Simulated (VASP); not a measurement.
Write the native input for VASP 6.6.1 that does the following.

```yaml
Task: band structure
Functional: PBEsol
Potentials_or_basis: VASP PAW PBE potentials, release 64 (Ge_d)
Cutoff: 450 eV
k_mesh: 10 × 10 × 10
Occupations: gaussian, width 0.02 eV
Spin: no spin polarisation
Further_INCAR_settings: ALGO = Normal; EDIFF = 1e-06
```

The structure of Ge lies in POSCAR:

```
Ge                                      
1.0
    0.0000000000      2.8389170308      2.8389170308
    2.8389170308      0.0000000000      2.8389170308
    2.8389170308      2.8389170308      0.0000000000
  Ge            
     2
Direct
     0.0000000000000000    0.0000000000000000    0.0000000000000000
     0.2500000000000000    0.2500000000000000    0.2500000000000000
```

One way to write it, as run:

INCAR

```
PREC = Accurate ; ENCUT = 450
EDIFF = 1E-6 ; ISMEAR = 0
SIGMA = 0.02 ; LREAL = F
LASPH = T ; NELM = 120
ALGO = Normal ; ISIF = 2
LWAVE = F ; LCHARG = F
GGA = PS ; KPAR = 2
```

KPOINTS

```
Automatic mesh
0
Gamma
  10 10 10
```

KPOINTS_OPT

```
path GXWKGLUWLK,UX
20
line-mode
reciprocal
 0.0000000000  0.0000000000  0.0000000000  G
 0.5000000000  0.0000000000  0.5000000000  X

 0.5000000000  0.0000000000  0.5000000000  X
 0.5000000000  0.2500000000  0.7500000000  W

 0.5000000000  0.2500000000  0.7500000000  W
 0.3750000000  0.3750000000  0.7500000000  K

 0.3750000000  0.3750000000  0.7500000000  K
 0.0000000000  0.0000000000  0.0000000000  G

 0.0000000000  0.0000000000  0.0000000000  G
 0.5000000000  0.5000000000  0.5000000000  L

 0.5000000000  0.5000000000  0.5000000000  L
 0.6250000000  0.2500000000  0.6250000000  U

 0.6250000000  0.2500000000  0.6250000000  U
 0.5000000000  0.2500000000  0.7500000000  W

 0.5000000000  0.2500000000  0.7500000000  W
 0.5000000000  0.5000000000  0.5000000000  L

 0.5000000000  0.5000000000  0.5000000000  L
 0.3750000000  0.3750000000  0.7500000000  K

 0.6250000000  0.2500000000  0.6250000000  U
 0.5000000000  0.0000000000  0.5000000000  X
```

Potentials or basis: VASP PAW PBE potentials, release 64 (Ge_d).

Run with:

```sh
$ cat potpaw_PBE.64/Ge_d/POTCAR > POTCAR
$ mpirun -np 2 vasp_std > vasp.out
```

Results of the run:

```
Pressure                : -0.4 GPa
Band gap along the path : none (metal or under the smearing width)
```

Caveat: the PAW data sets were made with another functional, which shifts forces and pressure a little; this crystal is a semiconductor, whose small gap the functional closes, so the metal is an error of the method.

Run time: 34 s on 2 MPI ranks on Intel(R) Xeon(R) Platinum 8488C (Sapphire Rapids), with other jobs on the host, peak memory 0.17 GiB a rank.
